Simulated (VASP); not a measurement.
Crystal: V.

```xyz
1
Lattice="-1.5129 1.5129 1.5129 1.5129 -1.5129 1.5129 1.5129 1.5129 -1.5129" Properties=species:S:1:pos:R:3 pbc="T T T"
V     0.0000    0.0000    0.0000
```

* Program: VASP 6.6.1
* Task: relaxation of cell and atoms
* Functional: PBE
* Dispersion: D3(BJ)
* Potentials or basis: VASP PAW PBE potentials, release 64 (V_sv)
* Cutoff: 600 eV
* k mesh: 20 × 20 × 20
* Occupations: gaussian, width 0.1 eV
* Spin: no spin polarisation

At the start: pressure -12.8 GPa; volume 13.85 Å³/atom.

How do energy, volume and symmetry change on relaxing?

Over 4 steps the energy falls by 42.0 meV/atom and the volume is 12.86 Å³/atom (-7.1 %); space group Im-3m (No. 229, to 0.05 Å).

The path:
| step | energy change (eV) | largest force (eV/Å) | pressure (GPa) | volume (Å³) |
| --- | --- | --- | --- | --- |
| 1 | 0.0000 | 0.0000 | -12.79 | 13.85 |
| 2 | 0.0266 | 0.0000 | 21.23 | 11.75 |
| 3 | -0.0420 | 0.0000 | -0.29 | 12.88 |
| 4 | -0.0420 | 0.0000 | 0.00 | 12.86 |

Final structure:
```yaml
crystal:
  lattice:
    - [-1.47601, 1.47601, 1.47601]
    - [1.47601, -1.47601, 1.47601]
    - [1.47601, 1.47601, -1.47601]
  atoms:
    - { symbol: V, position: [0.00000, 0.00000, 0.00000] }
```

Caveat: pairwise dispersion overbinds metals, which lowers pressure and volume.
